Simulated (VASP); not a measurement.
# Ta: Ta into a neighbouring Ta vacancy, part 5 of 5

Wanted: the minimum-energy path in Ta for this move: Ta into a neighbouring Ta vacancy.

VASP 6.6.1; PBEsol; plane waves and PAW (Ta).

So far. Step 3 (Relax the start): The run ended after 9 ionic steps, 0.785 eV below its first step, once the forces on the free atoms met EDIFFG = -0.05. Step 4 (Relax the end): The run ended after 9 ionic steps, 0.835 eV below its first step, once the forces on the free atoms met EDIFFG = -0.05.

## Step 5: Nudged elastic band (continued)

Parts of OUTCAR (step 5):

```text
   NELECT =     265.0000    total number of electrons

  tangential force (eV/A)        -0.827790
  left and right image   0.683853  0.684915 A

  tangential force (eV/A)        -0.817647
  left and right image   0.687476  0.688256 A

 E-fermi :   5.7173

 k-point     1 :       0.2500    0.2500    0.2500
  band No.  band energies     occupation
    ...
    129       5.5808      2.02630
    130       5.6308      1.81841
    131       5.6355      1.78780
    132       5.6357      1.78695
    133       5.6591      1.60539
    134       5.7749      0.40015
    135       5.7749      0.39983
    136       5.8522     -0.02246
    137       5.8622     -0.04251
    138       5.8624     -0.04275
    ...

 POSITION                                       TOTAL-FORCE (eV/Angst)
 -----------------------------------------------------------------------------------
      3.35528     -0.00769     -0.01226        -0.001463     -0.006402     -0.004933
      6.45407      9.81725      9.81270        -0.020767      0.000732      0.001596
     -0.00505      3.35230     -0.01193        -0.003969     -0.001514     -0.006704
     -0.00488     -0.00767      3.34827        -0.005258     -0.005983     -0.003307
      1.19783      1.19471      1.19051         0.428195      0.429290      0.429365
      3.21794      3.21495      0.00210         0.040523      0.041164     -0.049737
      3.21768      0.00609      3.21057         0.041431     -0.047762      0.040553
      4.93191      1.64233      1.63818        -0.062881     -0.003999     -0.005871
      6.54772      3.26329      9.79590         0.009555     -0.040739      0.005265
      6.54774      9.80035      3.25883         0.009612      0.004976     -0.041048
      8.15071      1.59762      1.59351         0.104061     -0.060825     -0.062174
      9.82020      6.45114      9.81270         0.000872     -0.020584      0.001663
      0.00937      3.21477      3.21041        -0.050015      0.041363      0.041708
      1.64531      4.92899      1.63807        -0.004137     -0.063035     -0.004771
      3.26645      6.54434      9.79594        -0.041860      0.011764      0.004501
      9.81978      9.81701      6.44662         0.003180      0.002142     -0.019208
      1.64530      1.64228      4.92486        -0.004233     -0.003702     -0.064142
      3.22468      3.22197      3.21754         0.004097      0.002628      0.003300
      4.89199      4.88900      1.60373         0.005149      0.004250     -0.036834
      6.56991      6.56708      0.02010        -0.004281     -0.004839     -0.024762
      3.26643      9.80012      6.54021        -0.042133      0.006035      0.010161
      4.89175      1.60830      4.88426         0.005980     -0.037982      0.006626
      6.53319      3.28144      3.27672        -0.008381     -0.041509     -0.039908
      8.15788      4.89436      1.65380        -0.016216     -0.010695     -0.012655
[...]
-----------------------------------------------------------------------------------
    total drift:                                0.005575      0.009618      0.012588

  FREE ENERGIE OF THE ION-ELECTRON SYSTEM (eV)
  ---------------------------------------------------
  free  energy   TOTEN  =      -665.2271159739 eV

  energy  without entropy=     -665.2719317708  energy(sigma->0) =     -665.24205457

  tangential force (eV/A)        -0.806218
  left and right image   0.693081  0.693353 A

[... 6 parts as in an earlier step ...]

[... 6 further parts left out ...]
```

The path, image by image:

| image | path (A) | energy (eV) | Ta5: x, y, z (Å) |
| --- | --- | --- | --- |
| 0 | 0.000 | 0.0000 | 1.552, 1.550, 1.548 |
| 1 | 0.693 | 0.3764 | 1.198, 1.195, 1.191 |
| 2 | 1.386 | 0.8230 | 0.820, 0.816, 0.812 |
| 3 | 2.080 | 0.3797 | 0.442, 0.438, 0.434 |
| 4 | 2.772 | 0.0046 | 0.088, 0.082, 0.080 |

Numbers from this step:

| Quantity | Value |
| --- | --- |
| electronic cycles | 59 |
| path length | 2.772 Å |
| barrier | 0.8230 eV |
| barrier in the reverse direction | 0.8183 eV |
| barrier from a spline through the images | 0.8229 eV |
| reaction energy | 0.004647 eV |

What the program prints for this run, and its count of cycles, belong to image 1; the force that counts for the threshold is the band's, across the path.

## Step 6: What came out

```json
{
  "hop": "Ta into a neighbouring Ta vacancy",
  "barrier": "0.823 eV",
  "barrier in the reverse direction": "0.818 eV",
  "barrier from a spline through the images": "0.823 eV",
  "reaction energy": "0.00465 eV",
  "path length": "2.77 Å"
}
```

The barrier is 0.82 eV forwards and 0.82 eV backwards. With an attempt frequency of 10¹³ per second, taken as a typical value, this barrier gives about 10^-1 hops a second at 300 K. Both ends are alike and an image sits at the midpoint, which is the saddle if the path is symmetric. The band met its force threshold after 7 steps. Cell and mesh are small and were not tested. The band started on a straight line, so other routes may lie lower.

[Lines on the potential files, build, host, timing and source positions are cut from VASP's logs without a mark.]

[Logs are printed without paths, hosts, clocks, repeated set-up lines and the standing remarks that a program may print on its own settings, such as how far it seeks lower states.]

[Hosts, paths, dates, database ids (printed as entryN), source tags and the programs' standing remarks are cut or masked in the printed files.]

[Runs that stopped without an error message from VASP are left out.]
